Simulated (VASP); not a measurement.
Method: PBEsol GGA, VASP's PBE PAW potentials (set 64) (plane waves; VASP).

VASP input:

INCAR:
```
SYSTEM = ZrB
PREC = Accurate; ENCUT = 520; LREAL = F
LASPH = T
EDIFF = 1E-6; NELM = 100; ALGO = Normal
LMAXMIX = 4
ISMEAR = 1; SIGMA = 0.1
GGA = PS
IBRION = 2; NSW = 60; ISIF = 3
EDIFFG = -0.01
LWAVE = F; LCHARG = F
```

File POSCAR:
```
ZrB
1
    0.0000000000     2.9906740000     2.9906740000
    2.9906740000     0.0000000000     2.9906740000
    2.9906740000     2.9906740000     0.0000000000
Zr B
1 1
Direct
  0.0000000000   0.0000000000   0.0000000000
  0.2500000000   0.2500000000   0.2500000000
```

**KPOINTS**
```
K-points
0
gamma
10 10 10
0 0 0
```

POTCAR, in this order: Zr_sv B (PBE.64 set). Program: vasp_std.

The resulting files:

**OSZICAR**
```
...
DAV:   9    -0.148229526714E+02    0.40968E-04   -0.10017E-04  1288   0.124E-01    0.419E-02
DAV:  10    -0.148229943401E+02   -0.41669E-04   -0.52375E-05  1766   0.772E-02    0.904E-03
DAV:  11    -0.148229941569E+02    0.18318E-06   -0.23536E-06   741   0.175E-02
   2 F= -.14822994E+02 E0= -.14822978E+02  d E =-.130617E+01
       N       E                     dE             d eps       ncg     rms          rms(c)
DAV:   1    -0.163240981089E+02   -0.15011E+01   -0.45167E+01  1040   0.826E+01    0.126E+01
DAV:   2    -0.152144853224E+02    0.11096E+01   -0.60903E+00  1177   0.275E+01    0.416E+00
DAV:   3    -0.149405535594E+02    0.27393E+00   -0.10248E+00  1485   0.956E+00    0.153E+00
DAV:   4    -0.149657380624E+02   -0.25185E-01   -0.77596E-02  1405   0.232E+00    0.948E-01
DAV:   5    -0.149904856484E+02   -0.24748E-01   -0.57513E-02  1633   0.138E+00    0.434E-01
DAV:   6    -0.149936874659E+02   -0.32018E-02   -0.22694E-03  1562   0.451E-01    0.196E-01
DAV:   7    -0.149942913586E+02   -0.60389E-03   -0.68462E-04  1778   0.251E-01    0.654E-02
DAV:   8    -0.149942941805E+02   -0.28219E-05   -0.37584E-05  1112   0.888E-02    0.965E-03
DAV:   9    -0.149942936814E+02    0.49915E-06   -0.71442E-07   747   0.104E-02
   3 F= -.14994294E+02 E0= -.14994538E+02  d E =-.147747E+01
       N       E                     dE             d eps       ncg     rms          rms(c)
DAV:   1    -0.150020550586E+02   -0.77609E-02   -0.25724E-01  1040   0.600E+00    0.100E+00
DAV:   2    -0.149943967906E+02    0.76583E-02   -0.26240E-02  1078   0.195E+00    0.265E-01
DAV:   3    -0.149933051333E+02    0.10917E-02   -0.81696E-03  1470   0.745E-01    0.159E-01
DAV:   4    -0.149934834361E+02   -0.17830E-03   -0.29417E-04  1253   0.171E-01    0.709E-02
DAV:   5    -0.149936016478E+02   -0.11821E-03   -0.25266E-04  1555   0.100E-01    0.522E-02
DAV:   6    -0.149936426717E+02   -0.41024E-04   -0.59271E-05  1710   0.616E-02    0.893E-03
DAV:   7    -0.149936422632E+02    0.40847E-06   -0.16341E-06   909   0.122E-02
   4 F= -.14993642E+02 E0= -.14993911E+02  d E =-.147682E+01
       N       E                     dE             d eps       ncg     rms          rms(c)
DAV:   1    -0.149937094786E+02   -0.66807E-04   -0.35034E-04  1043   0.223E-01    0.386E-02
DAV:   2    -0.149936975617E+02    0.11917E-04   -0.35654E-05  1090   0.715E-02    0.110E-02
DAV:   3    -0.149936954280E+02    0.21338E-05   -0.11267E-05  1481   0.285E-02    0.590E-03
DAV:   4    -0.149936958764E+02   -0.44842E-06   -0.37052E-07   529   0.653E-03
   5 F= -.14993696E+02 E0= -.14993964E+02  d E =-.536132E-04
       N       E                     dE             d eps       ncg     rms          rms(c)
DAV:   1    -0.149939499286E+02   -0.25450E-03   -0.31944E-03  1040   0.670E-01    0.111E-01
DAV:   2    -0.149938519905E+02    0.97938E-04   -0.32112E-04  1060   0.217E-01    0.287E-02
DAV:   3    -0.149938389233E+02    0.13067E-04   -0.10602E-04  1479   0.841E-02    0.185E-02
DAV:   4    -0.149938422388E+02   -0.33155E-05   -0.37638E-06  1151   0.195E-02    0.835E-03
DAV:   5    -0.149938446669E+02   -0.24281E-05   -0.33616E-06  1050   0.117E-02    0.609E-03
DAV:   6    -0.149938460096E+02   -0.13427E-05   -0.49819E-07   604   0.749E-03    0.286E-04
DAV:   7    -0.149938460244E+02   -0.14733E-07   -0.23242E-07   526   0.426E-03
   6 F= -.14993846E+02 E0= -.14994111E+02  d E =-.203761E-03
       N       E                     dE             d eps       ncg     rms          rms(c)
DAV:   1    -0.149938483952E+02   -0.23855E-05   -0.79810E-07   526   0.115E-02    0.171E-03
DAV:   2    -0.149938483960E+02   -0.83787E-09   -0.46470E-08   526   0.325E-03
   7 F= -.14993848E+02 E0= -.14994114E+02  d E =-.237163E-05
       N       E                     dE             d eps       ncg     rms          rms(c)
DAV:   1    -0.149938556387E+02   -0.72435E-05   -0.75305E-06  1040   0.329E-02    0.534E-03
DAV:   2    -0.149938553431E+02    0.29567E-06   -0.71792E-07   526   0.109E-02
   8 F= -.14993855E+02 E0= -.14994121E+02  d E =-.931867E-05
       N       E                     dE             d eps       ncg     rms          rms(c)
DAV:   1    -0.149938701364E+02   -0.14498E-04   -0.28315E-05  1043   0.646E-02    0.105E-02
DAV:   2    -0.149938690339E+02    0.11026E-05   -0.28245E-06  1035   0.198E-02    0.270E-03
DAV:   3    -0.149938689214E+02    0.11244E-06   -0.10506E-06   598   0.894E-03
   9 F= -.14993869E+02 E0= -.14994134E+02  d E =-.228971E-04
       N       E                     dE             d eps       ncg     rms          rms(c)
DAV:   1    -0.149938998499E+02   -0.30816E-04   -0.12677E-04  1040   0.137E-01    0.211E-02
DAV:   2    -0.149938961678E+02    0.36821E-05   -0.12742E-05  1057   0.442E-02    0.545E-03
DAV:   3    -0.149938956127E+02    0.55507E-06   -0.35359E-06  1075   0.165E-02
  10 F= -.14993896E+02 E0= -.14994160E+02  d E =-.495883E-04
       N       E                     dE             d eps       ncg     rms          rms(c)
DAV:   1    -0.149939638642E+02   -0.67696E-04   -0.52462E-04  1043   0.273E-01    0.434E-02
DAV:   2    -0.149939479305E+02    0.15934E-04   -0.53353E-05  1054   0.900E-02    0.111E-02
DAV:   3    -0.149939458691E+02    0.20614E-05   -0.17330E-05  1481   0.342E-02    0.803E-03
DAV:   4    -0.149939466715E+02   -0.80242E-06   -0.54624E-07   611   0.810E-03
  11 F= -.14993947E+02 E0= -.14994210E+02  d E =-.100647E-03
       N       E                     dE             d eps       ncg     rms          rms(c)
DAV:   1    -0.149941069941E+02   -0.16112E-03   -0.20738E-03  1043   0.541E-01    0.891E-02
DAV:   2    -0.149940433145E+02    0.63680E-04   -0.20965E-04  1057   0.176E-01    0.227E-02
DAV:   3    -0.149940351221E+02    0.81924E-05   -0.69153E-05  1473   0.678E-02    0.152E-02
DAV:   4    -0.149940375019E+02   -0.23797E-05   -0.24519E-06  1128   0.157E-02    0.697E-03
DAV:   5    -0.149940393215E+02   -0.18197E-05   -0.23297E-06   941   0.974E-03    0.500E-03
DAV:   6    -0.149940403325E+02   -0.10110E-05   -0.33314E-07   628   0.615E-03    0.257E-04
DAV:   7    -0.149940403470E+02   -0.14460E-07   -0.15874E-07   526   0.346E-03
  12 F= -.14994040E+02 E0= -.14994301E+02  d E =-.194323E-03
       N       E                     dE             d eps       ncg     rms          rms(c)
DAV:   1    -0.149944598378E+02   -0.41951E-03   -0.84866E-03  1040   0.109E+00    0.183E-01
DAV:   2    -0.149942038079E+02    0.25603E-03   -0.84112E-04  1066   0.350E-01    0.477E-02
DAV:   3    -0.149941684335E+02    0.35374E-04   -0.27736E-04  1475   0.137E-01    0.295E-02
DAV:   4    -0.149941759443E+02   -0.75108E-05   -0.98544E-06  1250   0.315E-02    0.130E-02
DAV:   5    -0.149941812027E+02   -0.52585E-05   -0.81039E-06  1421   0.181E-02    0.962E-03
DAV:   6    -0.149941839444E+02   -0.27417E-05   -0.16232E-06  1049   0.114E-02    0.888E-04
DAV:   7    -0.149941839577E+02   -0.13286E-07   -0.31363E-07   526   0.523E-03
  13 F= -.14994184E+02 E0= -.14994441E+02  d E =-.337933E-03
       N       E                     dE             d eps       ncg     rms          rms(c)
DAV:   1    -0.149954166329E+02   -0.12327E-02   -0.34073E-02  1040   0.218E+00    0.367E-01
DAV:   2    -0.149943892738E+02    0.10274E-02   -0.33558E-03  1069   0.700E-01    0.959E-02
DAV:   3    -0.149942488777E+02    0.14040E-03   -0.11297E-03  1478   0.275E-01    0.596E-02
DAV:   4    -0.149942765182E+02   -0.27640E-04   -0.39515E-05  1231   0.635E-02    0.261E-02
DAV:   5    -0.149942953612E+02   -0.18843E-04   -0.33060E-05  1512   0.365E-02    0.194E-02
DAV:   6    -0.149943042892E+02   -0.89279E-05   -0.84483E-06  1570   0.231E-02    0.304E-03
DAV:   7    -0.149943042723E+02    0.16825E-07   -0.26128E-07   538   0.502E-03
  14 F= -.14994304E+02 E0= -.14994552E+02  d E =-.458248E-03
```

File OUTCAR:
```
------------------------ aborting loop because EDIFF is reached ----------------------------------------
  FORCE on cell =-STRESS in cart. coord.  units (eV):
  Direction    XX          YY          ZZ          XY          YZ          ZX
  --------------------------------------------------------------------------------------
  Total       -0.0028158     -0.0028158     -0.0028158      0.0000000     -0.0000000      0.0000000
  in kB       -0.1255449     -0.1255449     -0.1255449      0.0000000     -0.0000000      0.0000000
  external PRESSURE =      -0.1255449 kB  Pullay stress =       0.0000000 kB
  volume of cell :       35.93
      direct lattice vectors                 reciprocal lattice vectors
     0.000000000  2.619148443  2.619148443    -0.190901742  0.190901742  0.190901742
     2.619148443  0.000000000  2.619148443     0.190901742 -0.190901742  0.190901742
     2.619148443  2.619148443 -0.000000000     0.190901742  0.190901742 -0.190901742
 POSITION                                       TOTAL-FORCE (eV/Angst)
 -----------------------------------------------------------------------------------
      0.00000      2.61915      2.61915         0.000000      0.000000      0.000000
      1.30957      1.30957      1.30957        -0.000000     -0.000000     -0.000000
 -----------------------------------------------------------------------------------
    total drift:                                0.000000      0.000000      0.000000
  FREE ENERGIE OF THE ION-ELECTRON SYSTEM (eV)
  ---------------------------------------------------
  free  energy   TOTEN  =       -14.9943042723 eV

  energy  without entropy=      -14.9950480541  energy(sigma->0) =      -14.99455220

 reached required accuracy - stopping structural energy minimisation
```
(Selected blocks of OUTCAR.)

CONTCAR:
```
ZrB
   1.00000000000000
     0.0000000000000000    2.6191484425847888    2.6191484425847888
     2.6191484425847888    0.0000000000000000    2.6191484425847888
     2.6191484425847888    2.6191484425847888   -0.0000000000000000
  Zr              B
     1     1
Direct
     1.0000000000000000    0.0000000000000000    0.0000000000000000
     0.2500000000000000    0.2500000000000000    0.2500000000000000
```

Energy and stress use the plane-wave basis of the starting cell.

The structure was generated: ZrB was put into the zinc blende type (F-43m), which need not be its known phase. This run relaxes it. Symmetry was kept, so distortions that lower it aren't found. The electron count is odd and the run is not spin-polarised, which forces a metal.
